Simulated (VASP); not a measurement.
Runs of VASP 6.6.1 on Ir3C4. All rows change the cell; the cell of one of them follows. The structure is cubic, space group Pm-3m (No. 221). Conventional cell: a = 4.279 Å, b = 4.279 Å, c = 4.279 Å, α = 90.00°, β = 90.00°, γ = 90.00°. Around Ir (site symmetry 4/mmm) lie 6 C at 2.14 Å. C (site symmetry m-3m) has 6 Ir at 2.14 Å as nearest neighbours. Around C (site symmetry 4/mmm) lie 4 Ir at 2.14 Å. The cell was built by a generator and needn't be a form met in nature.

```csv
task,cell,k mesh,cutoff (eV),mesh quality,gap on the mesh (eV),pressure (GPa),relaxed volume (Å³/atom)
single point,"species swapped into the W3N4 type (Pm-3m, No. 221)",10 × 10 × 10,520,not flagged,none,1.7,-
single point,"species swapped into the W3N4 type (Pm-3m, No. 221)",4 × 4 × 4,520,coarse,none,1.7,-
relaxation of cell and atoms,"relaxed from: species swapped into the W3N4 type (Pm-3m, No. 221)",4 × 4 × 4,600,coarse,-,-0.2,(a)
relaxation of cell and atoms,"relaxed from: species swapped into the W3N4 type (Pm-3m, No. 221)",10 × 10 × 10,600,not flagged,-,0.0,11.26
```

Alike in all rows: level PBE; potentials or basis VASP PAW PBE potentials, release 64 (Ir, C); no spin polarisation; smearing gaussian 0.1 eV.

Question: Fill in the values left out.

Answer: (a) 11.23.

Caveats: some runs use coarse meshes; the bands computed are all filled at some k points, so no gap is given (some runs).

A k mesh can miss the band edges, and the runs leave out spin-orbit coupling on Ir.

A gap of «none» marks a metal or a gap under the smearing width.
